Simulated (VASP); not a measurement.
# Germanium: input slips in a relaxation and what they do, part 2 of 2

Aim: see how common mistakes in a VASP relaxation show up, on Germanium. The starting structure is a measured crystal structure from the Crystallography Open Database. The first relaxation on each setting starts from this cell expanded by 3 % in volume.

VASP 6.6.1.

Results so far: reference 22.74 Å³ an atom; the cell held fixed (ISIF = 2) 23.32 Å³ an atom.

## 5. Relaxation with too few electronic steps

Level of this step: PBEsol; plane waves and PAW (Ge_d) (VASP).

A slip made on purpose: too few electronic steps. Against step 2 the input has NELM = 4 (also changed: NSW).

Contents of INCAR:

```
SYSTEM = Ge
PREC = Accurate
ENCUT = 450
EDIFF = 1E-06
NELM = 4
ISMEAR = 1
SIGMA = 0.15
LREAL = .FALSE.
ALGO = Normal
GGA = PS
NBANDS = 20
LORBIT = 11
LWAVE = .FALSE.
LCHARG = .FALSE.
KPAR = 2
IBRION = 2
NSW = 30
ISIF = 3
EDIFFG = -0.004
```

Contents of POSCAR:

```
Ge
1.0
    0.0000000000      2.8569208316      2.8569208316
    2.8569208316      0.0000000000      2.8569208316
    2.8569208316      2.8569208316      0.0000000000
Ge
2
Direct
    0.7500000000      0.7500000000      0.7500000000
    0.5000000000      0.5000000000      0.5000000000
```

Contents of KPOINTS:

```
Automatic mesh
0
Gamma
14 14 14
0 0 0
```

The projector-augmented-wave data sets are Ge_d (PBE family, release 64).

Launch:

```sh
mpirun -np 2 vasp_std
```

What it wrote:

```text
[... set-up lines as in an earlier step ...]
 entering main loop
       N       E                     dE             d eps       ncg     rms          rms(c)
[... 4 cycles as in an earlier step ...]
 -----------------------------------------------------------------------------
|                                                                             |
|           W    W    AA    RRRRR   N    N  II  N    N   GGGG   !!!           |
|           W    W   A  A   R    R  NN   N  II  NN   N  G    G  !!!           |
|           W    W  A    A  R    R  N N  N  II  N N  N  G       !!!           |
|           W WW W  AAAAAA  RRRRR   N  N N  II  N  N N  G  GGG   !            |
|           WW  WW  A    A  R   R   N   NN  II  N   NN  G    G                |
|           W    W  A    A  R    R  N    N  II  N    N   GGGG   !!!           |
|                                                                             |
|     The electronic self-consistency was not achieved in the given           |
|     number of steps (NELM). The forces and other quantities evaluated       |
[...]
[... from here on, the cycles between the ionic steps are left out ...]
   2 F= -.97411030E+01 E0= -.97410509E+01  d E =0.254681E+00
[...]
|     The electronic self-consistency was not achieved in the given           |
   3 F= -.98627991E+01 E0= -.98627582E+01  d E =0.132985E+00
   5 F= -.98719900E+01 E0= -.98719870E+01  d E =0.123794E+00
   7 F= -.98725709E+01 E0= -.98725709E+01  d E =0.123213E+00
   9 F= -.98727763E+01 E0= -.98727774E+01  d E =0.123008E+00
  11 F= -.98728273E+01 E0= -.98728287E+01  d E =0.122957E+00
  13 F= -.98728400E+01 E0= -.98728415E+01  d E =0.122944E+00
  15 F= -.98728432E+01 E0= -.98728447E+01  d E =0.122941E+00
  17 F= -.98728440E+01 E0= -.98728455E+01  d E =0.122940E+00
  19 F= -.98728442E+01 E0= -.98728457E+01  d E =0.122940E+00
  21 F= -.97947752E+01 E0= -.97948430E+01  d E =0.780690E-01
  23 F= -.97043532E+01 E0= -.97044126E+01  d E =0.168491E+00
  25 F= -.92916076E+01 E0= -.92916880E+01  d E =0.581237E+00
  27 F= -.96063528E+01 E0= -.96064181E+01  d E =0.266491E+00
  29 F= -.96636877E+01 E0= -.96637424E+01  d E =0.209157E+00
  30 F= -.96855195E+01 E0= -.96855837E+01  d E =-.218318E-01
[...]
trial-energy change:   -0.021832  1 .order   -0.025982   -0.026344   -0.025619
 step:   0.0968(harm=  0.8789)  dis= 0.00000  next Energy=   -10.142105 (dE=-0.478E+00)
```

It took 2.9 min on 2 MPI ranks of AMD EPYC 9R45, shared host; peak memory 0.38 GiB.

OUTCAR, selected parts (step 5):

```text
  Total        3.7719735      3.7719735      3.7719735     -0.0000000      0.0000000     -0.0000000
  in kB      151.5967158    151.5967158    151.5967158     -0.0000000      0.0000000     -0.0000000
  external PRESSURE =     151.5967158 kB  Pullay stress =       0.0000000 kB

 POSITION                                       TOTAL-FORCE (eV/Angst)
 -----------------------------------------------------------------------------------
      4.06703      4.06703      4.06703         0.000000      0.000000      0.000000
      2.71136      2.71136      2.71136        -0.000000     -0.000000     -0.000000
 -----------------------------------------------------------------------------------
    total drift:                                0.000000      0.000000      0.000000

  FREE ENERGIE OF THE ION-ELECTRON SYSTEM (eV)
  ---------------------------------------------------
  free  energy   TOTEN  =        -9.6855194875 eV

  energy  without entropy=       -9.6857121008  energy(sigma->0) =       -9.68558369

[... 1 part as in an earlier step ...]

[... 2 further parts left out ...]
[key lines of the parts left out:]
E-fermi :   6.2268
```

Logs of long relaxations may skip ionic steps without a mark.

The relaxation used up its 30 ionic steps (NSW) before forces and stress met EDIFFG.

## 6. Relaxation with a smearing far too wide

A slip made on purpose: a smearing far too wide. Against step 2 the input has ISMEAR = 0 and SIGMA = 2 (also changed: NELM).

Changes to INCAR since step 5:

```diff
@@ -4,5 +4,5 @@
 EDIFF = 1E-06
-NELM = 4
-ISMEAR = 1
-SIGMA = 0.15
+NELM = 60
+ISMEAR = 0
+SIGMA = 2
 LREAL = .FALSE.
@@ -16,3 +16,3 @@
 IBRION = 2
-NSW = 30
+NSW = 50
 ISIF = 3
```

POSCAR is that of step 5.

KPOINTS is that of step 5.

Launch:

```sh
mpirun -np 2 vasp_std
```

What it wrote:

```text
[... set-up lines as in an earlier step ...]
 entering main loop
       N       E                     dE             d eps       ncg     rms          rms(c)
DAV:   1     0.174397000300E+03    0.17440E+03   -0.13931E+04  4472   0.349E+03
DAV:   2     0.144364357499E+02   -0.15996E+03   -0.15566E+03  4172   0.559E+02
DAV:   3    -0.964186729331E+01   -0.24078E+02   -0.23866E+02  4680   0.141E+02
DAV:   4    -0.104206953193E+02   -0.77883E+00   -0.77762E+00  4696   0.297E+01
[...]
DAV:   9    -0.103267911437E+02   -0.55644E-04   -0.15954E-04  5040   0.190E-01    0.841E-03
DAV:  10    -0.103267948480E+02   -0.37043E-05   -0.11163E-05  4664   0.374E-02    0.398E-03
DAV:  11    -0.103267957709E+02   -0.92293E-06   -0.30356E-06  4500   0.263E-02
   1 F= -.10326796E+02 E0= -.96544556E+01  d E =-.103268E+02
[... from here on, the cycles between the ionic steps are left out ...]
   2 F= -.10332115E+02 E0= -.96346329E+01  d E =-.531939E-02
   3 F= -.10332185E+02 E0= -.96301821E+01  d E =-.538918E-02
   4 F= -.10332191E+02 E0= -.96312046E+01  d E =-.539531E-02
   5 F= -.10332191E+02 E0= -.96311449E+01  d E =-.374172E-06
   6 F= -.10332191E+02 E0= -.96309789E+01  d E =0.126090E-06
[...]
reached required accuracy - stopping structural energy minimisation
```

The job ended after 60 s (2 MPI ranks; peak memory 0.36 GiB; 2 min of CPU time).

OUTCAR, selected parts (step 6):

```text
  Total       -0.0078004     -0.0078004     -0.0078004      0.0000000      0.0000000      0.0000000
  in kB       -0.2608179     -0.2608179     -0.2608179      0.0000000      0.0000000      0.0000000
  external PRESSURE =      -0.2608179 kB  Pullay stress =       0.0000000 kB

 POSITION                                       TOTAL-FORCE (eV/Angst)
 -----------------------------------------------------------------------------------
      4.32425      4.32425      4.32425        -0.000000     -0.000000     -0.000000
      2.88284      2.88284      2.88284         0.000000      0.000000      0.000000
 -----------------------------------------------------------------------------------
    total drift:                                0.000000      0.000000      0.000000

  FREE ENERGIE OF THE ION-ELECTRON SYSTEM (eV)
  ---------------------------------------------------
  free  energy   TOTEN  =       -10.3321909574 eV

  energy  without entropy=       -8.9297668151  energy(sigma->0) =       -9.63097889

[... 2 parts as in an earlier step ...]

[... 2 further parts left out ...]
[key lines of the parts left out:]
E-fermi :   4.2334
```

With a smearing far too wide the cell ends at 23.958 Å³ an atom, +5.38 % from the reference; the bulk modulus is 45.9 GPa against 67.7 GPa.

## 7. All runs side by side

```tsv
run	ended	volume (Å³/atom)	change (%)	bulk modulus (GPa)	pressure left (GPa)	core minutes
reference	converged	22.736	-	67.7	0.02	2.0
too few ionic steps	not converged	-	-	-	-	1.07
the cell held fixed (ISIF = 2)	converged	23.318	2.56	-	-1.68	0.66
too few electronic steps	not converged	-	-	-	-	5.77
a smearing far too wide	converged	23.958	5.38	45.9	-0.03	2.0
```

Core minutes are wall time times ranks, summed over the relaxations behind a row (those for a bulk modulus apart), on shared hosts.

## 8. Outcome

```json
{
 "volume of the reference": "22.74 Å³/atom",
 "volume against the reference, the cell held fixed (ISIF = 2)": "+2.56 %",
 "volume against the reference, a smearing far too wide": "+5.38 %",
 "run with too few ionic steps": "not converged",
 "run with too few electronic steps": "not converged"
}
```

The runs with too few ionic steps and too few electronic steps didn't converge. Finished, but with signs in the output that stand out against the reference: the cell held fixed (ISIF = 2), with the volume kept at the input's, +2.6 % from the reference (signs: a stress of up to 1.7 GPa); a smearing far too wide, with the volume changed by +5.4 % (signs: 1.1 GPa at the first ionic step (reference: -1.7 GPa) and a large entropy term in the energy). Further runs on this material are not shown.

[Lines on the potential files, build, host, timing and source positions are cut from VASP's logs without a mark.]

[Logs are printed without paths, hosts, clocks, repeated set-up lines and the standing remarks that a program may print on its own settings, such as how far it seeks lower states.]

[Hosts, paths, dates, database ids (printed as entryN), source tags and the programs' standing remarks are cut or masked in the printed files.]
